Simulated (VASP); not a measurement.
A run of VASP 6.6.1 is set up as follows.

Contents of INCAR:

```
ALGO     = Normal         # electronic algorithm
EDIFF    = 1E-7           # SCF threshold, eV
EDIFFG   = -0.002         # ionic threshold
ENCUT    = 900            # plane-wave cutoff, eV
GGA      = PE             # functional
IBRION   = 2              # ionic algorithm
ISIF     = 3              # what is computed and relaxed
ISMEAR   = 0              # smearing method
LASPH    = True           # aspherical terms in the spheres
LCHARG   = False          # write CHGCAR
LREAL    = False          # projectors in reciprocal space
LWAVE    = False          # write WAVECAR
NELM     = 80             # most SCF steps
NSW      = 80             # ionic steps
PREC     = Accurate       # precision mode
SIGMA    = 0.02           # smearing width, eV
```

Contents of KPOINTS:

```
k-points
0
Gamma
  12 12 6
```

Contents of POSCAR:

```
AlN
1.0
    3.1130000000      0.0000000000      0.0000000000
   -1.5565000000      2.6959370800      0.0000000000
    0.0000000000      0.0000000000      4.9810000000
Al N
2 2
Direct
    0.3333333300      0.6666666700      0.0000000000
    0.6666666700      0.3333333300      0.5000000000
    0.3333333300      0.6666666700      0.3800000000
    0.6666666700      0.3333333300      0.8800000000
```

Potentials or basis: VASP PAW PBE potentials, release 64 (Al, N_h).

Run with:

```console
$ cat potpaw_PBE.64/Al/POTCAR potpaw_PBE.64/N_h/POTCAR > POTCAR
$ mpirun -np 1 vasp_std > vasp.out
```

**Question.** What does it give for the space group after relaxing (to 0.05 Å)?

**Answer.** P6_3mc (No. 186).

**Question.** Predict the relaxed cell.

**Answer.** a = 3.127 Å, b = 3.127 Å, c = 5.014 Å, α = 90.00°, β = 90.00°, γ = 120.00°.

**Question.** Estimate the relaxed volume.

**Answer.** 10.62 Å³/atom.

**Question.** What does it give for the band gap on the k mesh?

**Answer.** 4.07 eV, direct.

Final structure:
```xyz
4
Lattice="3.1275 0.0000 0.0000 -1.5637 2.7085 0.0000 0.0000 0.0000 5.0138" Properties=species:S:1:pos:R:3 pbc="T T T"
Al    0.0000    1.8057    5.0100
Al    1.5637    0.9028    2.5031
N     0.0000    1.8057    1.9091
N     1.5637    0.9028    4.4160
```

Caveat: the cutoff is under 1.25 times the usual one of these potentials, so pressure, stress and relaxed cells hold a basis-set (Pulay) error. As with any semilocal functional, this PBE gap is likely too small.
